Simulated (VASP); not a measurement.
These are PBE GGA, VASP's PBE PAW potentials (set 64) (plane waves; VASP) values and carry that method's errors.

VASP input:

### POSCAR
```
Tc
8.7948430
  0.1560530522  -0.2702918601   0.0000000000
  0.1560530522   0.2702918601   0.0000000000
  0.0000000000   0.0000000000   0.5000000127
Tc
2
Cartesian
  0.1560530522   0.0900974669   0.1250000032
  0.1560530522  -0.0900974669   0.3750000095
```

**INCAR**
```
SYSTEM = Tc
PREC = Accurate
ENCUT = 480
EDIFF = 1E-7
NELM = 100
ALGO = Normal
LREAL = .FALSE.
LASPH = .TRUE.
ISMEAR = 1
SIGMA = 0.1
GGA = PE
LMAXMIX = 4
LWAVE = .FALSE.
LCHARG = .FALSE.
ISIF = 2
```

File KPOINTS:
```
Automatic mesh
0
gamma
14 14 8
0 0 0
```

POTCAR, in this order: Tc_pv (PBE.64 set). Program: vasp_std.

Task: What does the run give for the energy per atom (σ→0), band gap (on the k-mesh)?

Result: 
- energy per atom (σ→0): -998.6 kJ/mol of atoms
- band gap (on the k-mesh): none (metal, semimetal or under 0.01 eV)

OSZICAR:
```
...
DAV:   7    -0.207080914820E+02    0.14949E+00   -0.59276E-01  4659   0.690E+00    0.865E-01
DAV:   8    -0.206991285044E+02    0.89630E-02   -0.10796E-02  4220   0.114E+00    0.297E-01
DAV:   9    -0.206990645854E+02    0.63919E-04   -0.56396E-04  4789   0.212E-01    0.215E-02
DAV:  10    -0.206990599332E+02    0.46522E-05   -0.15881E-05  4347   0.344E-02    0.905E-03
DAV:  11    -0.206990590734E+02    0.85984E-06   -0.60745E-07  4367   0.862E-03    0.863E-04
DAV:  12    -0.206990587463E+02    0.32706E-06   -0.41805E-08  2134   0.164E-03    0.199E-04
DAV:  13    -0.206990587211E+02    0.25255E-07   -0.77162E-09  2066   0.651E-04
   1 F= -.20699059E+02 E0= -.20698654E+02  d E =-.121456E-02
```

The compound is Tc in the hcp structure. It was relaxed first.
